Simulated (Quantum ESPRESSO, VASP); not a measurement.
The input files of a VASP run:

**KPOINTS**
```
Automatic mesh
0
Gamma
11 11 11
0 0 0
```

**POSCAR**
```
Y(CoB)2
5.2760740
 -0.3316598668   0.3316598668   0.8831780980
  0.3316598668  -0.3316598668   0.8831780980
  0.3316598668   0.3316598668  -0.8831780980
Y Co B
1 2 2
Cartesian
  0.0000000000   0.0000000000   0.0000000000
  0.0000000000   0.3316598668   0.4415890490
  0.3316598668   0.0000000000   0.4415890490
  0.0000000000  -0.0000000000   1.1563627472
  0.0000000000  -0.0000000000   0.6099934487
```

**INCAR**
```
LASPH = .TRUE.
SYSTEM = Y(CoB)2
ISIF = 2   # forces and stress, cell fixed
ENCUT = 400   # plane-wave cut-off (eV)
LMAXMIX = 4
ISMEAR = -1
PREC = Accurate
LCHARG = .FALSE.
SIGMA = 0.1
NELM = 100   # most electronic steps
LREAL = .FALSE.   # projection in real space or not
EDIFF = 1E-6
ALGO = Normal   # blocked Davidson
LWAVE = .FALSE.
```

POTCAR, in this order: Y_sv Co B (LDA.64 set). Program: vasp_std.

Q: Write an input for Quantum ESPRESSO that does the same calculation.

A: One input that does it (LDA (PZ), GBRV 1.5 ultrasoft (LDA) pseudopotentials):
```
&control
   calculation = 'scf',
   outdir = './tmp/',
   pseudo_dir = './',
   verbosity = 'high',
   tprnfor = .true.,
   tstress = .true.,
/
&system
   ibrav = 0,
   nat = 5,
   ntyp = 3,
   ecutwfc = 50,
   ecutrho = 400,
   occupations = 'smearing',
   smearing = 'fermi-dirac',
   degauss = 0.0073499,
/
&electrons
   conv_thr = 1.0d-9,
   mixing_beta = 0.7,
/
ATOMIC_SPECIES
Y     88.9058  y_lda_v1.4.uspp.F.UPF
Co    58.9332  co_lda_v1.2.uspp.F.UPF
B     10.8100  b_lda_v1.4.uspp.F.UPF
CELL_PARAMETERS angstrom
  -1.749862000     1.749862000     4.659713000
   1.749862000    -1.749862000     4.659713000
   1.749862000     1.749862000    -4.659713000
ATOMIC_POSITIONS angstrom
Y     0.000000000    0.000000000    0.000000000
Co    0.000000000    1.749862000    2.329856500
Co    1.749862000    0.000000000    2.329856500
B     0.000000000    0.000000000    6.101055425
B     0.000000000    0.000000000    3.218370575
K_POINTS automatic
11 11 11  0 0 0
```
Both inputs were run and reached self-consistency, which says nothing on mesh or cut-off. Potentials, basis and cut-offs are each code's own, so they don't translate, and total energies aren't comparable.

VASP's LDA is the Perdew-Zunger fit; the other code's may be Perdew-Wang, which differs slightly.

The structure comes from a computed database's Co2YB2 entry; how it stands against other phases isn't given here. The cell was not relaxed at this level, and it may have been scaled.
